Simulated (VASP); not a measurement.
Wanted: the native input for a VASP 6.6.1 run.

- Task: single point
- Functional: PBE
- Potentials or basis: VASP PAW PBE potentials, release 64 (Sr_sv, Pd, Al)
- Cutoff: 520 eV
- k mesh: 3 × 3 × 2
- Occupations: fermi-dirac, width 0.05 eV
- Spin: no spin polarisation
- Dipole correction: no
- Further INCAR settings: ALGO = Fast; EDIFF = 1e-06; NBANDS = 48

The structure of Sr4Al2Pd3 (a cell with a defect) lies in POSCAR:

```
Sr4Al2Pd3
1.0
   -5.1567530000      0.0000000000      2.9925460000
    5.1567530000      0.0000000000      2.9925460000
    0.0000000000      7.7156460000      2.9925460000
Sr Pd Al
4 3 2
Direct
    0.3190023818      0.6469868712      0.0864333330
    0.7347611652      0.3777190497      0.8979283135
    0.3976144800      0.5740863801      0.6025192187
    0.1606090250      0.9935184158      0.3861693499
    0.7392651452      0.0713861524      0.2576681201
    0.1507744823      0.9801118580      0.7378254523
    0.7411094578      0.5593823129      0.2533650455
    0.0187526884      0.0196486010      0.0167387151
    0.7301170111      0.2519783452      0.5201716097
```

These files were run (other wordings do the same):

INCAR

```
ALGO = Fast
EDIFF = 1E-6
ENCUT = 520
GGA = PE
ISIF = 2
ISMEAR = -1
LASPH = T
LCHARG = F
LREAL = F
LWAVE = F
NBANDS = 48
NELM = 100
PREC = Accurate
SIGMA = 0.05
```

KPOINTS

```
k-points
0
Gamma
  3 3 2
```

Potentials or basis: VASP PAW PBE potentials, release 64 (Sr_sv, Pd, Al).

Command:

```console
$ cat potpaw_PBE.64/Sr_sv/POTCAR potpaw_PBE.64/Pd/POTCAR potpaw_PBE.64/Al/POTCAR > POTCAR
$ mpirun -np 1 vasp_std > vasp.out
```

Results of the run:

```
Pressure               : 1.9 GPa
Largest force          : 0.712 eV/Å
Band gap on the k mesh : none (metal or under the smearing width)
```

Caveat: the k mesh is coarse (spacing up to 0.43 Å⁻¹), so the values aren't converged.

It took 4.1 min on 1 thread of Intel(R) Xeon(R) Platinum 8559C (Emerald Rapids), with other jobs on the host, peak memory 0.42 GiB.
